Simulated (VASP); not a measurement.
Given:

```
CELL_PARAMETERS angstrom
      0.00133     6.12954     6.12208
      6.12954     0.00133     6.12208
      3.06543     3.06543     0.00000
ATOMIC_POSITIONS crystal
  Hg 0.99986 0.99986 0.00027
  Hg 0.99976 0.50024 0.00000
  Hg 0.50024 0.99976 0.00000
  Se 0.12493 0.12493 0.25015
  Se 0.12680 0.62449 0.24871
  Se 0.62449 0.12680 0.24871
  Se 0.62362 0.62362 0.25276
  Cd 0.50030 0.50030 0.99940
```

Method: PBEsol GGA, VASP's PBE PAW potentials (set 64) (plane waves; VASP). Settings: 400 eV cut-off, 5×5×10 Γ-centred mesh, tetrahedra with Blöchl corrections, potentials Hg Se Cd.

Unless said otherwise, spin-orbit coupling is left out, though it shifts the bands of the heavy elements here.

Q: Tabulate the total density of states (states/eV per cell) against energy (eV; zero at the valence-band maximum or, without a gap, the Fermi level).

A: 
```
E (eV) | DOS (states/eV)
    -9.96 |  0.00
    -9.73 |  0.00
    -9.51 |  0.00
    -9.29 |  0.00
    -9.07 |  0.00
    -8.85 |  0.00
    -8.62 |  0.00
    -8.40 |  0.00
    -8.18 |  0.15
    -7.96 | ############################## 38.8
    -7.63 |  0.00
    -7.41 |  0.00
    -7.18 |  0.00
    -6.96 |  0.00
    -6.74 | ############################ 36.3
    -6.52 | #################### 26.2
    -6.30 | ###################### 27.9
    -6.08 | ############### 19.1
    -5.85 | ####### 9.19
    -5.63 |  0.00
    -5.41 |  0.00
    -5.19 |  0.48
    -4.97 | ######## 9.82
    -4.75 | ### 3.72
    -4.52 | #### 5.22
    -4.30 | ## 3.16
    -4.08 | ## 3.11
    -3.86 | ## 2.44
    -3.64 | # 1.88
    -3.42 | # 0.81
    -3.08 | # 0.79
    -2.86 | # 1.54
    -2.64 | #### 5.56
    -2.42 | ###### 7.27
    -2.20 | ##### 6.90
    -1.98 | ####### 8.66
    -1.75 | ####### 8.87
    -1.53 | ###### 7.13
    -1.31 | ####### 8.47
    -1.09 | ###### 7.54
    -0.87 | ##### 6.97
    -0.65 | ### 3.62
    -0.42 | ## 2.95
    -0.20 | # 1.30
     0.02 |  0.01
     0.24 |  0.02
     0.46 |  0.08
     0.69 |  0.18
     0.91 |  0.32
     1.13 |  0.55
     1.46 | # 1.65
     1.68 | ## 2.38
     1.90 | ## 2.69
     2.13 | ## 2.77
     2.35 | ### 3.81
     2.57 | ### 3.64
     2.79 | #### 5.53
     3.01 | ### 3.33
     3.23 | ## 3.19
     3.46 | #### 4.66
```
Within 2 eV below the Fermi level the largest weight inside VASP's projection spheres is Se p, then Hg d.

The structure was generated: CdHg3Se4 was put into an ordered model structure (Amm2), which need not be its known phase. It was relaxed first.
